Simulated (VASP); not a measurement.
Calculation: LDA (Ceperley-Alder, Perdew-Zunger), VASP's LDA PAW potentials (set 64) (plane waves; VASP).

Input for VASP

### POSCAR
```
NiO
1.0
  3.9560057866   1.9642476871   1.9642476871
  1.9642476871   3.9560057866   1.9642476871
  1.9642476871   1.9642476871   3.9560057866
Ni O
2 2
Cartesian
  0.0000000000   0.0000000000   0.0000000000
  3.9422505804   3.9422505804   3.9422505804
  1.9711252902   1.9711252902   1.9711252902
  5.9133758706   5.9133758706   5.9133758706
```

INCAR:
```
# general
SYSTEM  = NiO
PREC    = Accurate
ENCUT   = 620
LREAL   = .FALSE.
LASPH   = .TRUE.

# electronic loop
EDIFF   = 1E-6
NELM    = 100   # most electronic steps
ALGO    = Normal   # blocked Davidson
LMAXMIX = 4

# smearing
ISMEAR  = 0   # Gaussian
SIGMA   = 0.05   # width (eV)

# spin
ISPIN   = 2   # spin-polarised
MAGMOM  = 1.1 -1.1 2*0.0

# ions
IBRION  = 2
NSW     = 40
ISIF    = 3
EDIFFG  = -0.02
PSTRESS = 200   # kbar

# output
LWAVE   = .FALSE.
LCHARG  = .FALSE.
LORBIT  = 10
```

KPOINTS:
```
Automatic mesh
0
gamma
9 9 9
```

POTCAR, in this order: Ni O (LDA.64 set). Program: vasp_std.

The resulting files:

OSZICAR:
```
       N       E                     dE             d eps       ncg     rms          rms(c)
DAV:   1     0.272876308242E+03    0.27288E+03   -0.17853E+04  6960   0.252E+03
DAV:   2    -0.144170313192E-01   -0.27289E+03   -0.25628E+03  6940   0.449E+02
DAV:   3    -0.300313448226E+02   -0.30017E+02   -0.28434E+02  7800   0.168E+02
DAV:   4    -0.309574759123E+02   -0.92613E+00   -0.92046E+00  7592   0.309E+01
DAV:   5    -0.309834503319E+02   -0.25974E-01   -0.25965E-01  8200   0.492E+00    0.244E+01
DAV:   6    -0.281331289581E+02    0.28503E+01   -0.33419E+01 10076   0.105E+02    0.208E+01
DAV:   7    -0.269016723786E+02    0.12315E+01   -0.66655E+00  8908   0.731E+01    0.110E+01
DAV:   8    -0.269634558220E+02   -0.61783E-01   -0.15549E+00  7624   0.108E+01    0.643E+00
DAV:   9    -0.268986518174E+02    0.64804E-01   -0.87884E-02 11076   0.840E+00    0.868E-01
DAV:  10    -0.269027933816E+02   -0.41416E-02   -0.45355E-02  8796   0.248E+00    0.412E-01
DAV:  11    -0.269032002449E+02   -0.40686E-03   -0.27152E-03  8024   0.161E+00    0.115E-01
DAV:  12    -0.269033078467E+02   -0.10760E-03   -0.78162E-04  9408   0.349E-01    0.529E-02
DAV:  13    -0.269032980113E+02    0.98353E-05   -0.64144E-05 10608   0.144E-01    0.167E-02
DAV:  14    -0.269032993226E+02   -0.13113E-05   -0.11355E-05  8348   0.488E-02    0.144E-02
DAV:  15    -0.269032992670E+02    0.55592E-07   -0.10118E-06  3676   0.335E-02
   1 F= -.22998787E+02 E0= -.22998787E+02  d E =-.229988E+02  mag=     0.0000
```

### OUTCAR
```
------------------------ aborting loop because EDIFF is reached ----------------------------------------
  FORCE on cell =-STRESS in cart. coord.  units (eV):
  Direction    XX          YY          ZZ          XY          YZ          ZX
  --------------------------------------------------------------------------------------
  Total        3.8818689      3.8818689      3.8818689     -0.0488035     -0.0488035     -0.0488035
  in kB      198.8401335    198.8401335    198.8401335     -2.4998529     -2.4998529     -2.4998529
  external PRESSURE =      -1.1598665 kB  Pullay stress =     200.0000000 kB
  volume of cell :       31.28
      direct lattice vectors                 reciprocal lattice vectors
     3.956005787  1.964247687  1.964247687     0.376989703 -0.125079299 -0.125079299
     1.964247687  3.956005787  1.964247687    -0.125079299  0.376989703 -0.125079299
     1.964247687  1.964247687  3.956005787    -0.125079299 -0.125079299  0.376989703
 POSITION                                       TOTAL-FORCE (eV/Angst)
 -----------------------------------------------------------------------------------
      0.00000      0.00000      0.00000        -0.000000     -0.000000      0.000000
      3.94225      3.94225      3.94225        -0.000000      0.000000      0.000000
      1.97113      1.97113      1.97113         0.000000      0.000000     -0.000000
      5.91338      5.91338      5.91338        -0.000000     -0.000000     -0.000000
 -----------------------------------------------------------------------------------
    total drift:                                0.000000     -0.000000     -0.000000
  FREE ENERGIE OF THE ION-ELECTRON SYSTEM (eV)
  ---------------------------------------------------
  free  energy   TOTEN  =       -26.9032992670 eV

  energy  without entropy=      -26.9032992668  energy(sigma->0) =      -26.90329927
  enthalpy is  TOTEN    =       -22.9987867581 eV   P V=        3.9045125089

 total charge

# of ion       s       p       d       tot
------------------------------------------
    1        0.390   0.543   8.446   9.379
    2        0.390   0.543   8.446   9.379
    3        1.552   3.455   0.000   5.007
    4        1.552   3.455   0.000   5.007
--------------------------------------------------
tot          3.884   7.996  16.892  28.772

 magnetization (x)

# of ion       s       p       d       tot
------------------------------------------
    1       -0.012  -0.015   1.043   1.017
    2        0.012   0.015  -1.043  -1.017
    3        0.000   0.000   0.000   0.000
    4        0.000   0.000   0.000   0.000
--------------------------------------------------
tot          0.000   0.000   0.000   0.000

 reached required accuracy - stopping structural energy minimisation
```
(Selected blocks of OUTCAR.)

The compound is NiO in the rock salt, AFM-II order structure. It was relaxed first under an external pressure of 20 GPa.
